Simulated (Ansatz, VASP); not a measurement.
# W (Tungsten) in two plane-wave programs, part 2 of 2

Wanted: the spread between two codes on one cell, functional and k mesh. The cell is taken from a series of runs on this material, whose earlier steps may have relaxed, scaled, displaced or heated it; both programs get it as it stands.

VASP 6.6.1 and Ansatz 0.2.0.

So far: Set-up; Ansatz: elastic constants, LDA.

### Step 3. VASP: elastic constants, LDA

Level of this step: LDA; plane waves and PAW (W) (VASP).

The same cell, functional (in two slightly different forms), mesh and smearing now go to VASP, with its own data sets.

Lines of VASP's logs that name or quote its potential files are left out, and so is its time.

Contents of INCAR:

```
SYSTEM = W
PREC = Accurate
ENCUT = 600
EDIFF = 1E-08
NELM = 120
ISMEAR = -1
SIGMA = 0.15
LREAL = .FALSE.
ALGO = Normal
GGA = CA
NBANDS = 9
LASPH = .TRUE.
LORBIT = 11
LWAVE = .FALSE.
LCHARG = .FALSE.
ISIF = 3
IBRION = 6
NFREE = 2
POTIM = 0.015
NSW = 1
GGA_COMPAT = .FALSE.
KPAR = 2
```

Contents of POSCAR:

```
W
1.0
   -1.5678096215      1.5678096215      1.5678096215
    1.5678096215     -1.5678096215      1.5678096215
    1.5678096215      1.5678096215     -1.5678096215
W
1
Direct
    0.0000000000      0.0000000000      0.0000000000
```

Contents of KPOINTS:

```
Automatic mesh
0
Gamma
24 24 24
0 0 0
```

Potentials, in the order of the species: W (LDA family, release 64).

Command:

```
$ mpirun -np 2 vasp_std
```

Numbers of over 12 decimals in the logs are rounded to 6 here.

Log:

```text
[banner, memory and clock lines left out]
running    2 mpi-ranks, on    1 nodes
 distrk:  each k-point on    1 cores,    2 groups
 distr:  one band on    1 cores,    1 groups

 POSCAR found type information on POSCAR W
 POSCAR found :  1 types and       1 ions
 LDA part: xc-table for (Slater(with rela. corr.)+CA(PZ))
 , standard interpolation
 POSCAR, INCAR and KPOINTS ok, starting setup
 FFT: planning ... GRIDC
 FFT: planning ... GRID_SOFT
 FFT: planning ... GRID
 WAVECAR not read
 entering main loop
       N       E                     dE             d eps       ncg     rms          rms(c)
DAV:   1     0.817343306038E+01    0.81734E+01   -0.32300E+03  7442   0.646E+02
DAV:   2    -0.144815966010E+02   -0.22655E+02   -0.21730E+02  8886   0.132E+02
DAV:   3    -0.149247244859E+02   -0.44313E+00   -0.43904E+00  8588   0.153E+01
DAV:   4    -0.149257938751E+02   -0.10694E-02   -0.10692E-02  8627   0.801E-01
DAV:   5    -0.149257953682E+02   -0.14931E-05   -0.14937E-05  8439   0.266E-02    0.210E+01
DAV:   6    -0.144178926195E+02    0.50790E+00   -0.36953E-01  8026   0.392E+00    0.101E+01
DAV:   7    -0.142276429406E+02    0.19025E+00   -0.39593E-01  8267   0.390E+00    0.284E-01
DAV:   8    -0.142253097259E+02    0.23332E-02   -0.24219E-03  8053   0.384E-01    0.133E-01
DAV:   9    -0.142249042267E+02    0.40550E-03   -0.24471E-04  8832   0.686E-02    0.264E-02
DAV:  10    -0.142249066542E+02   -0.24275E-05   -0.13869E-05  8664   0.264E-02    0.185E-02
DAV:  11    -0.142249067168E+02   -0.62522E-07   -0.38472E-07  8210   0.710E-03    0.457E-03
DAV:  12    -0.142249067274E+02   -0.10642E-07   -0.66112E-09  5171   0.649E-04    0.251E-03
DAV:  13    -0.142249067284E+02   -0.97634E-09   -0.13212E-09  4133   0.307E-04
   1 F= -.14224907E+02 E0= -.14207437E+02  d E =-.349398E-01
[... from here on, the cycles between the ionic steps are left out ...]
   2 F= -.14215876E+02 E0= -.14198155E+02  d E =-.354431E-01
   3 F= -.14221601E+02 E0= -.14204215E+02  d E =-.347722E-01
   4 F= -.14215876E+02 E0= -.14198155E+02  d E =-.354431E-01
   6 F= -.14215877E+02 E0= -.14198155E+02  d E =-.354431E-01
   7 F= -.14221601E+02 E0= -.14204215E+02  d E =-.347722E-01
   8 F= -.14223382E+02 E0= -.14205887E+02  d E =-.349898E-01
   9 F= -.14223382E+02 E0= -.14205887E+02  d E =-.349898E-01
  10 F= -.14223382E+02 E0= -.14205887E+02  d E =-.349898E-01
  11 F= -.14223382E+02 E0= -.14205887E+02  d E =-.349898E-01
  12 F= -.14223382E+02 E0= -.14205887E+02  d E =-.349898E-01
  13 F= -.14223382E+02 E0= -.14205887E+02  d E =-.349898E-01
  14 F= -.14224907E+02 E0= -.14207437E+02  d E =-.349398E-01
 Finite differences progress:
  Degree of freedom:   7/  7
  Displacement:        1/  2
  Total:              13/ 14
 bond charge predicted
       N       E                     dE             d eps       ncg     rms          rms(c)
DAV:   1    -0.142256116815E+02   -0.70485E-03   -0.21756E+00  7556   0.820E+00    0.192E-01
DAV:   2    -0.142255296388E+02    0.82043E-04   -0.83884E-03  8204   0.919E-01    0.120E-01
DAV:   3    -0.142249027726E+02    0.62687E-03   -0.12743E-03  7851   0.208E-01    0.623E-03
DAV:   4    -0.142249053799E+02   -0.26072E-05   -0.53892E-06  9181   0.197E-02    0.377E-03
DAV:   5    -0.142249068307E+02   -0.14508E-05   -0.26256E-07  8103   0.304E-03    0.688E-04
DAV:   6    -0.142249068334E+02   -0.27478E-08   -0.21976E-09  7111   0.396E-04
  15 F= -.14224907E+02 E0= -.14207437E+02  d E =-.349398E-01
 Finite differences progress:
  Degree of freedom:   7/  7
  Displacement:        2/  2
  Total:              14/ 14
```

OUTCAR, selected parts (step 3):

```text
ion  position               nearest neighbor table
   1  0.000  0.000  0.000-

  LATTYP: Found a body centered cubic cell.
 ALAT       =     3.1356192430

 Subroutine GETGRP returns: Found 48 space group operations
 (whereof 48 operations were pure point group operations)

The static configuration has the point symmetry O_h .

 Found    413 irreducible k-points:

   k-points           NKPTS =    413   k-points in BZ     NKDIM =    413   number of bands    NBANDS=      9

   dimension x,y,z NGX =    24 NGY =   24 NGZ =   24
   dimension x,y,z NGXF=    48 NGYF=   48 NGZF=   48

   ENCUT  =  600.0 eV  44.10 Ry    6.64 a.u.   5.42  5.42  5.42*2*pi/ulx,y,z

   NELECT =       6.0000    total number of electrons

 k-points in reciprocal lattice and weights: Automatic mesh
   0.00000000  0.00000000  0.00000000       0.000
   0.04166667  0.00000000  0.00000000       0.001
   0.08333333  0.00000000  0.00000000       0.001
   0.12500000  0.00000000  0.00000000       0.001
   0.16666667  0.00000000  0.00000000       0.001
   0.20833333  0.00000000  0.00000000       0.001
   0.25000000  0.00000000  0.00000000       0.001
   0.29166667  0.00000000  0.00000000       0.001
   0.33333333  0.00000000  0.00000000       0.001
[...]
0.50000000  0.50000000  0.45833333       0.001
   0.50000000  0.50000000  0.50000000       0.000

 average (electrostatic) potential at core
       1 -37.8075

 E-fermi :   8.1437

 k-point     1 :       0.0000    0.0000    0.0000
  band No.  band energies     occupation
      1      -1.5655      2.00000
      2       6.8041      1.99974
      3       6.8041      1.99974
      4       6.8041      1.99974
      5      10.3635      0.00000
      6      10.3635      0.00000
      7      23.4890      0.00000
      8      23.4890      0.00000
      9      23.4890      0.00000

 k-point     2 :       0.0417    0.0000    0.0000
  band No.  band energies     occupation
      1      -1.4800      2.00000
      2       6.7509      1.99981
      3       6.7942      1.99975
      4       6.8893      1.99953
      5      10.2758      0.00000
      6      10.3646      0.00000
      7      23.5649      0.00000
      8      23.6377      0.00000
      9      23.7080      0.00000

 k-point     3 :       0.0833    0.0000    0.0000
  band No.  band energies     occupation
      1      -1.2287      2.00000
      2       6.5984      1.99993
      3       6.7549      1.99981
      4       7.1432      1.99747
      5      10.0572      0.00001
      6      10.3702      0.00000
      7      23.7728      0.00000
      8      24.0757      0.00000
      9      24.3097      0.00000

  Total       -0.2053989     -0.2053989     -0.2053989     -0.0000000     -0.0000000     -0.0000000
  in kB      -21.3485652    -21.3485652    -21.3485652     -0.0000000     -0.0000000     -0.0000000
  external PRESSURE =     -21.3485652 kB  Pullay stress =       0.0000000 kB

  energy-cutoff  :      600.00
  volume of cell :       15.41
      direct lattice vectors                 reciprocal lattice vectors
    -1.567809621  1.567809621  1.567809621     0.000000000  0.318916272  0.318916272
     1.567809621 -1.567809621  1.567809621     0.318916272  0.000000000  0.318916272
     1.567809621  1.567809621 -1.567809621     0.318916272  0.318916272  0.000000000

 POSITION                                       TOTAL-FORCE (eV/Angst)
 -----------------------------------------------------------------------------------
     -0.01500      0.00000      0.00000         0.000000     -0.000000      0.000000
 -----------------------------------------------------------------------------------
    total drift:                               -0.000005      0.000000      0.000000

  FREE ENERGIE OF THE ION-ELECTRON SYSTEM (eV)
  ---------------------------------------------------
  free  energy   TOTEN  =       -14.2249068334 eV

  energy  without entropy=      -14.1899670468  energy(sigma->0) =      -14.20743694

  SYMMETRIZED ELASTIC MODULI (kBar)
 Direction    XX          YY          ZZ          XY          YZ          ZX
 --------------------------------------------------------------------------------
 XX        5717.0220   2202.5817   2202.5817      0.0000      0.0000      0.0000
 YY        2202.5817   5717.0220   2202.5817     -0.0000     -0.0000      0.0000
 ZZ        2202.5817   2202.5817   5717.0220     -0.0000      0.0000      0.0000
 XY           0.0000     -0.0000     -0.0000   1410.5126      0.0000      0.0000
 YZ           0.0000     -0.0000      0.0000      0.0000   1410.5126      0.0000
 ZX           0.0000      0.0000      0.0000      0.0000      0.0000   1410.5126
 --------------------------------------------------------------------------------

 Eigenvectors and eigenvalues of the dynamical matrix
 ----------------------------------------------------

   1 f  =    0.000000 THz     0.000000 2PiTHz    0.000000 cm-1     0.000000 meV
             X         Y         Z           dx          dy          dz
      0.000000  0.000000  0.000000    -0.529856   -0.468245    0.707107

   2 f  =    0.000000 THz     0.000000 2PiTHz    0.000000 cm-1     0.000000 meV
             X         Y         Z           dx          dy          dz
      0.000000  0.000000  0.000000     0.662198   -0.749329    0.000000

   3 f  =    0.000000 THz     0.000000 2PiTHz    0.000000 cm-1     0.000000 meV
             X         Y         Z           dx          dy          dz
      0.000000  0.000000  0.000000     0.529856    0.468245    0.707107

 ELASTIC MODULI CONTR FROM IONIC RELAXATION (kBar)
 Direction    XX          YY          ZZ          XY          YZ          ZX
 --------------------------------------------------------------------------------
 XX           0.0000      0.0000      0.0000      0.0000      0.0000      0.0000
 YY           0.0000      0.0000      0.0000      0.0000      0.0000      0.0000
 ZZ           0.0000      0.0000      0.0000      0.0000      0.0000      0.0000
 XY           0.0000      0.0000      0.0000      0.0000      0.0000      0.0000
 YZ           0.0000      0.0000      0.0000      0.0000      0.0000      0.0000
 ZX           0.0000      0.0000      0.0000      0.0000      0.0000      0.0000
 --------------------------------------------------------------------------------

 TOTAL ELASTIC MODULI (kBar)
 Direction    XX          YY          ZZ          XY          YZ          ZX
 --------------------------------------------------------------------------------
 XX        5717.0220   2202.5817   2202.5817      0.0000      0.0000      0.0000
 YY        2202.5817   5717.0220   2202.5817     -0.0000     -0.0000      0.0000
 ZZ        2202.5817   2202.5817   5717.0220     -0.0000      0.0000      0.0000
 XY           0.0000     -0.0000     -0.0000   1410.5126      0.0000      0.0000
 YZ           0.0000     -0.0000      0.0000      0.0000   1410.5126      0.0000
 ZX           0.0000      0.0000      0.0000      0.0000      0.0000   1410.5126
 --------------------------------------------------------------------------------

 total charge
# of ion       s       p       d       tot
------------------------------------------
    1        0.689   0.730   4.231   5.651
[... the rest is left out ...]

[... 3 further parts left out ...]
```

CONTCAR:

```
W
   1.00000000000000
    -1.5678096214999999    1.5678096214999999    1.5678096214999999
     1.5678096214999999   -1.5678096214999999    1.5678096214999999
     1.5678096214999999    1.5678096214999999   -1.5678096214999999
  W
     1
Direct
     0.0000000000000000   -0.0047837440829228   -0.0047837440829228
```

Levels, forces or a CONTCAR printed for this step are those of its last displaced cell, not of the structure at rest.

### Step 4. Side by side

Known differences besides the potentials themselves: the two LDA forms differ slightly; the data sets hold 14 valence electrons in Ansatz (on its PAW soft_1 files) and 6 in VASP; the cutoff is 420 eV in Ansatz and 600 eV in VASP; VASP's log shows a relativistic correction to its local exchange, Ansatz's none; VASP takes each elastic constant from one size of strain, Ansatz from those that its log lists. Total energies have different zeros and are not compared.

Compared:

```csv
quantity,Ansatz,VASP,difference
C11 (GPa),566.3,571.7,-0.95 %
C22 (GPa),566.3,571.7,-0.95 %
C33 (GPa),566.3,571.7,-0.95 %
C12 (GPa),220.0,220.3,-0.13 %
C13 (GPa),220.0,220.3,-0.13 %
C23 (GPa),220.0,220.3,-0.13 %
C44 (GPa),150.6,141.1,+6.75 %
C55 (GPa),150.6,141.1,+6.75 %
C66 (GPa),150.6,141.1,+6.75 %
```

### Step 5. What came out

| Property | Result |
| --- | --- |
| difference in C44 (elastic constants, LDA) | 6.8 % |

In words: The difference in C44 is 6.8 % (elastic constants, LDA), beyond the 5 % picked in this series as the mark of a large difference. The data sets hold unlike numbers of valence electrons (14 in Ansatz and 6 in VASP), so part of the differences comes from the potentials. Such differences can come from data sets, numerical settings and the points named under the comparisons, not from the functional's error against experiment.

[Lines on the potential files, build, host, timing and source positions are cut from VASP's logs without a mark.]

[Logs are printed without paths, hosts, clocks, repeated set-up lines and the standing remarks that a program may print on its own settings, such as how far it seeks lower states.]

[Hosts, paths, dates, database ids (printed as entryN), source tags and the programs' standing remarks are cut or masked in the printed files.]
